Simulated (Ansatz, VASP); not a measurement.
# Cross-check of InP between VASP and Ansatz

Aim: how closely do two programs agree when they are given the same cell, functional and k mesh? The cell is taken from a series of runs on this material, whose earlier steps may have relaxed, scaled, displaced or heated it; both programs get it as it stands.

Main program and level: Ansatz 0.2.0; plane waves, with VASP 6.6.1 beside it; zone-centre phonons at r2SCAN.

In doubt: the program warns that the response may not be converged on this k-mesh, which bears on the force constants and all frequencies.

### 1. Starting point

It takes space group F-43m (No. 216, cubic). The conventional cell has a = 5.828 Å, b = 5.828 Å, c = 5.828 Å, α = 90.00°, β = 90.00°, γ = 90.00°. Nearest to P lie 4 In at 2.52 Å. Nearest to In lie 4 P at 2.52 Å. Farther neighbours are not listed.

### 2. Ansatz: zone-centre phonons, r2SCAN

Ansatz runs on its PAW soft_1 files.

Second derivatives magnify differences that forces hide, and they need a tight electronic threshold.

Contents of input.yaml:

```yaml
crystal:
  lattice:
    - [0.0, 2.9137509279, 2.9137509279]
    - [2.9137509279, 0.0, 2.9137509279]
    - [2.9137509279, 2.9137509279, 0.0]
  atoms:
    - { symbol: P, position: [0.75, 0.75, 0.75] }
    - { symbol: In, position: [0.0, 0.0, 0.0] }
kpoints:
  mp_grid: { grid: [12, 12, 12] }
hamiltonian:
  xc: r2scan
  pseudopotentials: { kind: paw, azcp: { folder: soft_1 } }
scf:
  occupations: { method: fixed }
output:
  eigenvalues: true
phonons:
  method: dfpt
  dielectric: true
  rigid_motions: translations
```

Launch:

```sh
$ ansatz run input.yaml --threads 4 --pin off --max-ram 10240MiB --backend cpu --events-out ev --progress --plain --runs-dir out
```

Numbers of over 12 decimals in the logs are rounded to 6 here.

What it wrote:

```text
Engine: ansatz 0.2.0, x86_64-unknown-linux-gnu
Pseudopotentials: kind: paw
Pseudopotential: P, paw, valence charge 5, recommended cutoff 500 eV (meta_gga), soft_1/P.paw.azcp
Pseudopotential: In, paw, valence charge 13, recommended cutoff 500 eV (meta_gga), soft_1/In.paw.azcp
Functional definition: r2SCAN
  parameter k0 = 0.174
  parameter k1 = 0.065
  parameter a1 = 4.9479
  exchange = r2scan_x(k0 = k0, k1 = k1, a1 = a1)
  correlation = r2scan_c
Crystal: 2 atoms, lattice volume = 49.475 Å³
Basis set: ecut = 500 eV, 1243 PW (Γ), exchange–correlation on 160×160×160 points (125 copies of the dense FFT grid, shifted against one another)
Bands: 13, of which v1, the nominal top of the filled ones, is band 9 counted from 1 (8 counted from 0)
Symmetry: 24 space group operations
k-points: 280 of 1728 (irreducible under 4 space group operations, time reversal used)
Non-local potential: P, projectors of the file, l = 0: 2, l = 1: 2, l = 2: 1
Non-local potential: In, projectors of the file, l = 0: 2, l = 1: 2, l = 2: 2, l = 3: 1
PAW form: soft (Blöchl's): semilocal exchange-correlation on the pseudo side does not see the compensation charge
PAW frozen core: P, regenerated for the run's functional (the file was generated under x = pbe(κ = 0.804, μ = 0.219515), c = pbe(β = 0.066725))
PAW frozen core: In, regenerated for the run's functional (the file was generated under x = pbe(κ = 0.804, μ = 0.219515), c = pbe(β = 0.066725))
PAW one-centre angular grid: P, 302 points (default); XC on 160 Gauss nodes
PAW one-centre angular grid: In, 590 points (default); XC on 160 Gauss nodes
Initial density: superposition of atomic densities (chi_scale 0.1, normalization cell, long waves kept (reshape's long-wave potential 0.00 eV rms))
Initial wavefunctions: pseudopotential atomic-orbital guess
Functional: x = r2scan, c = r2scan; τ floored in thin density (d = 2e-4 eV/Å³)
SCF iter   1: F=—  HF=-6371.872111 eV  |F-HF|=—  |Δ(HF+E_count)|=         —  Δρ=3.64e-2  dr2=8.20e-1  dr2_τ=2.56e-2  ethr=3.10e-3  ⟨swp⟩=5.0  Hψ=19765  notcnv=0  defer=513
preconditioner: auto → none  [insulator: Δε(μ)=1.371 eV  Ē_g=15.401 eV  n_scr=14 (ndim 8)  ℏωp=22.4 eV  f_vac=0.000  ε∞_Penn≈3.1]
SCF iter   2: F=—  HF=-6371.765753 eV  |F-HF|=—  |Δ(HF+E_count)|=   1.06e-1  Δρ=1.69e-2  dr2=8.50e-2  dr2_τ=1.89e-3  ethr=3.10e-3  ⟨swp⟩=2.7  Hψ=7510  notcnv=0  defer=527
SCF iter   3: F=—  HF=-6371.781667 eV  |F-HF|=—  |Δ(HF+E_count)|=   1.59e-2  Δρ=5.92e-3  dr2=1.27e-2  dr2_τ=5.24e-4  ethr=4.72e-4  ⟨swp⟩=2.8  Hψ=5542  notcnv=0  defer=542
SCF iter   4: F=—  HF=-6371.783079 eV  |F-HF|=—  |Δ(HF+E_count)|=   1.41e-3  Δρ=9.03e-4  dr2=3.31e-4  dr2_τ=1.07e-5  ethr=7.04e-5  ⟨swp⟩=3.4  Hψ=6867  notcnv=0  defer=546
SCF iter   5: F=—  HF=-6371.782985 eV  |F-HF|=—  |Δ(HF+E_count)|=   9.36e-5  Δρ=1.71e-4  dr2=5.53e-6  dr2_τ=3.65e-7  ethr=1.84e-6  ⟨swp⟩=2.0  Hψ=6732  notcnv=0  defer=548
SCF iter   6: F=—  HF=-6371.782986 eV  |F-HF|=—  |Δ(HF+E_count)|=   8.36e-7  Δρ=2.31e-5  dr2=3.04e-7  dr2_τ=4.28e-9  ethr=3.07e-8  ⟨swp⟩=3.0  Hψ=6997  notcnv=0  defer=226
SCF iter   7: F=—  HF=-6371.782987 eV  |F-HF|=—  |Δ(HF+E_count)|=   6.88e-7  Δρ=3.53e-6  dr2=5.65e-9  dr2_τ=9.52e-11  ethr=1.69e-9  ⟨swp⟩=2.0  Hψ=4694  notcnv=0
SCF iter   8: F=-6371.782987 eV  HF=-6371.782987 eV  |F-HF|=1.46e-11  |Δ(HF+E_count)|=   4.96e-9  Δρ=2.74e-7  dr2=3.32e-11  dr2_τ=1.75e-12  ethr=1.00e-12  ⟨swp⟩=8.5  Hψ=28728  notcnv=0
SCF 1 converged in 8 iterations: F = -6371.782987 eV  dr2 = 3.32e-11
  greatest PAW one-centre occupation: 0.980 electrons in one spin orbital (limit 2), on the In atom at site 1 (counted from 0), in its partial waves of l = 2
NSCF: frozen V_eff on 1 k-points
DFPT response loops at Γ: preconditioner auto → none (the input reference at scf.mixing.eps_inf says where Resta's filter doesn't serve); β = 0.50; Broyden in place of MSR1
── the response to a field inside a basis, on 14×14×14 k-points: an SCF that follows is theirs, and a resumed run solves both again ──
Bands: 10, of which v1, the nominal top of the filled ones, is band 9 counted from 1 (8 counted from 0)
k-points: 280
Initial density: handed on by an earlier stage of this run
Initial wavefunctions: pseudopotential atomic-orbital guess (no wavefunctions were taken with the density)
Eigensolver: Dense (280 Hₖ)
SCF iter   1: F=—  HF=-6371.779375 eV  |F-HF|=—  |Δ(HF+E_count)|=         —  Δρ=6.95e-5  dr2=5.77e-7  dr2_τ=1.38e-6  ethr=1.00e-1
preconditioner: auto → none  [insulator: Δε(μ)=1.351 eV  Ē_g=13.345 eV  n_scr=14 (ndim 8)  ℏωp=22.4 eV  f_vac=0.011  ε∞_Penn≈3.8]
SCF iter   2: F=—  HF=-6371.779378 eV  |F-HF|=—  |Δ(HF+E_count)|=   2.92e-6  Δρ=3.49e-5  dr2=1.28e-7  dr2_τ=6.72e-8  ethr=3.20e-9
SCF iter   3: F=-6371.779379 eV  HF=-6371.779379 eV  |F-HF|=8.22e-9  |Δ(HF+E_count)|=   6.84e-7  Δρ=4.86e-6  dr2=1.67e-8  dr2_τ=5.90e-10  ethr=7.11e-10
SCF 1 converged in 3 iterations: F = -6371.779379 eV  dr2 = 1.67e-8
DFPT response loops at Γ: mixed as the last ones told, above
WARN: field response: ε∞ stands inside a basis, on 14×14×14 points; the force constants stand on the 12×12×12 k-mesh, whose period is 12.13 times the interband length at k = (0.0000, 0.0000, 0.0000), direct gap 1.261 eV, under 14: take them and everything formed from them as unconverged, and compare with a denser kpoints.mp_grid
SCF converged after 8 iterations
Free energy (F): -6371.782987 eV
Harris-Foulkes:  -6371.782987 eV  (|F-HF|=1.46e-11)
Internal energy: -6371.782987 eV  (E = F + TS)
E sigma→0 (E₀):  -6371.782987 eV
Fermi energy:    7.074596 eV
--- Per-component energies (eV) ---
  E_band       = -57.694745
  E_kinetic    = 288.273615
  E_local      = -1321.936160  (includes V_loc(G=0)·N_el)
  E_nonlocal   = 359.294222
  E_hartree    = 532.030861
  E_xc         = -199.796553
  E_vxc        = -160.074373  (∫ρ·V_xc dr)
  E_paw        = -4802.798332  (= ΣΔE_a)
  E_vpaw       = -296.697000  (= ΣTr[D̂ρ^β])
  E_aug_tail   = -0.000081  (compensation charges beyond the density's cutoff)
  E_vtau       = 9.383247  (kinetic-family band-sum trace: ∫τ·v_τ [+ j·A + Jᵃ·Aᵃ] dr)
  E_ewald      = -1227.725266
  E_core_change = 0.874707  (= ΣΔE_core)
  E_smearing   = -0.000000  (= −TS)
  E_closure    = 0.000000  (closes the sum)
  Σ components = -6371.782987   (vs F -6371.782987, Δ=0.00e0)
--- Band table (eV; the first three rows and the last of 280) ---
  k-point 0: bands = [... 5 lower, -5.0485, 7.0746, 7.0746, 7.0746, 8.3353, 11.4992, 11.4992, 11.4992]
  k-point 1: bands = [... 5 lower, -4.9616, 6.2292, 6.9811, 6.9811, 8.9097, 11.5451, 11.6411, 11.6411]
  k-point 2: bands = [... 5 lower, -4.7089, 4.8935, 6.7515, 6.7515, 9.3314, 11.9641, 11.9641, 11.9740]
  k-point 279: bands = [... 5 lower, -2.3996, 1.2864, 3.9392, 3.9918, 11.6511, 11.9315, 13.1511, 13.6531]
--- Phonons (Γ-DFPT): 2 representative perturbations + reference, on 280 of 1728 k-points (Σ response iterations 12) ---
  k mesh reduced under 4 symmetry operations, with k and −k counted as one. Each operation leaves every solved perturbation unchanged. A smaller set is not considered because the functional reads the kinetic-energy density
  ASR residual: 5.279e-4 → 0.000e0 eV/Å²; symmetrization residual: 4.187e-6 eV/Å²
  ASR residual per site (eV/Å²): 5.28e-4 4.53e-5
  Γ frequencies (cm⁻¹): 0.00 0.00 0.00 312.20 312.20 312.20
  ε∞ (high-frequency dielectric tensor):
        9.358459     0.000000     0.000000
        0.000000     9.358459     0.000000
        0.000000     0.000000     9.358459
  ε⁰ (static dielectric tensor: ions relaxed, cell fixed):
       12.016815    -0.000000     0.000000
       -0.000000    12.016815     0.000000
        0.000000     0.000000    12.016815
  ε⁰ − ε∞ (ionic part):
        2.658356    -0.000000     0.000000
       -0.000000     2.658356     0.000000
        0.000000     0.000000     2.658356
  softest optical mode at Γ: 312.20 cm⁻¹; the repairs (sum rule, projections) moved no ω² at Γ by more than (2.20 cm⁻¹)²
  Born effective charges Z* (e; rows j = field, columns β = displacement):
    site 0:
        -2.52090    0.00000   -0.00000
         0.00000   -2.52090   -0.00000
        -0.00000   -0.00000   -2.52090
    site 1:
         2.52090   -0.00000    0.00000
        -0.00000    2.52090    0.00000
         0.00000    0.00000    2.52090
  Z* charge neutrality: 1.652e-5 e pre-enforcement
  solved inside a basis spanned on kpoints, on 14×14×14 k-points transformed towards the longest dipole: ε∞ is read to err by 2.8e-2, Z* by 1.4e-2 e (field_mesh: kpoints solves on kpoints); Z* is corrected for what the basis lacks
  optical modes at Γ without the LO–TO term, one row a degenerate level:
      ω (cm⁻¹)  modes    IR ((D/Å)²/amu)
        312.20      3            18.0312
  optical modes at Γ + LO–TO along q̂ = [1.0000, 0.0000, 0.0000]:
      ω (cm⁻¹)  modes    IR ((D/Å)²/amu)
        312.20      2            12.0208
        353.77      1             6.0104
  optical modes at Γ + LO–TO along q̂ = [0.0000, 1.0000, 0.0000]:
      ω (cm⁻¹)  modes    IR ((D/Å)²/amu)
        312.20      2            12.0208
        353.77      1             6.0104
  optical modes at Γ + LO–TO along q̂ = [0.0000, 0.0000, 1.0000]:
      ω (cm⁻¹)  modes    IR ((D/Å)²/amu)
        312.20      2            12.0208
        353.77      1             6.0104
```

(Part 1 of 2 ends here.)

[Lines on the potential files, build, host, timing and source positions are cut from VASP's logs without a mark.]

[Logs are printed without paths, hosts, clocks, repeated set-up lines and the standing remarks that a program may print on its own settings, such as how far it seeks lower states.]

[Hosts, paths, dates, database ids (printed as entryN), source tags and the programs' standing remarks are cut or masked in the printed files.]
